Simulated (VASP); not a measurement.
Consider the following.

```yaml
crystal:
  lattice:
    - [3.65531, 0.00000, 0.00000]
    - [0.00000, 3.65531, 0.00000]
    - [0.00000, 0.00000, 3.65531]
  atoms:
    - { symbol: Tl, position: [0.50000, 0.50000, 0.50000] }
    - { symbol: Se, position: [0.00000, 0.00000, 0.00000] }
```

The numbers are results of PBEsol GGA, VASP's PBE PAW potentials (set 64) (plane waves; VASP), not measurements. Numerical set-up: 400 eV cut-off, 11×11×11 Γ-centred mesh, tetrahedra with Blöchl corrections, potentials Tl_d Se.

Unless said otherwise, spin-orbit coupling is left out, though it shifts the bands of the heavy elements here.

**Question.** Tabulate the total density of states (states/eV per cell) against energy (eV; zero at the valence-band maximum or, without a gap, the Fermi level).

**Answer.** 
```csv
E (eV),DOS (states/eV)
-9.98,0.20
-9.62,0.00
-9.26,0.00
-8.90,0.00
-8.66,0.00
-8.30,0.00
-7.94,0.00
-7.58,0.00
-7.22,0.00
-6.86,0.34
-6.50,0.65
-6.14,1.09
-5.90,1.79
-5.54,0.91
-5.18,0.54
-4.82,0.34
-4.46,0.16
-4.10,0.17
-3.74,0.46
-3.38,0.71
-3.14,0.96
-2.78,1.62
-2.42,1.19
-2.06,1.19
-1.70,1.31
-1.34,1.42
-0.98,1.71
-0.62,1.67
-0.38,1.72
-0.02,1.80
0.34,0.69
0.70,1.08
1.06,0.23
1.42,0.17
1.78,0.17
2.14,0.25
2.38,0.35
2.74,0.44
3.10,0.60
3.46,0.99
```
Within 2 eV below the Fermi level the largest weight inside VASP's projection spheres is Se p.

The structure comes from a computed database's TlSe entry (Pm-3m); how it stands against other phases isn't given here. It was relaxed first, which changed the volume by -8 %. The electron count is odd and the run is not spin-polarised, which forces a metal.
